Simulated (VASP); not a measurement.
AgCl (space group Fm-3m): computed properties

The numbers are results of LDA (Ceperley-Alder, Perdew-Zunger), VASP's LDA PAW potentials (set 64) (plane waves; VASP), not measurements.

| Property | Value |
|---|---|
| space group | Fm-3m (225) |
| cell | a = 5.349 Å, b = 5.349 Å, c = 5.349 Å, α = 90.00°, β = 90.00°, γ = 90.00° |
| volume per atom | 19.13 Å³/atom |
| band gap (over mesh and band path) | 0.65 eV |
| smallest direct gap (over mesh and band path) | 3.17 eV |
| Hill bulk modulus | 71.3 GPa |
| Hill shear modulus | 8.9 GPa |
| Poisson's ratio | 0.440 |
| band-edge character | indirect, L to Γ |
| density | 6.22 g/cm³ |
| mean ε∞ (DFPT) | 5.77 |
| mean ε∞ (independent particles) | 6.04 |
| mean static ε | 11.21 |
| optical Γ-point spectrum | 132 (×3) cm⁻¹ |
| C11 | 101 GPa |
| C12 | 56.5 GPa |
| C44 | 4.3 GPa |

```
AgCl
1.0
    0.00000     2.67467     2.67467
    2.67467     0.00000     2.67467
    2.67467     2.67467     0.00000
Ag Cl
1 1
Direct
  0.00000   0.00000   0.00000
  0.50000   0.50000   0.50000
```

The structure comes from a computed database's AgCl entry (Fm-3m); how it stands against other phases isn't given here. It was relaxed first, which changed the volume by -10 %. Symmetry was kept, so distortions that lower it aren't found.
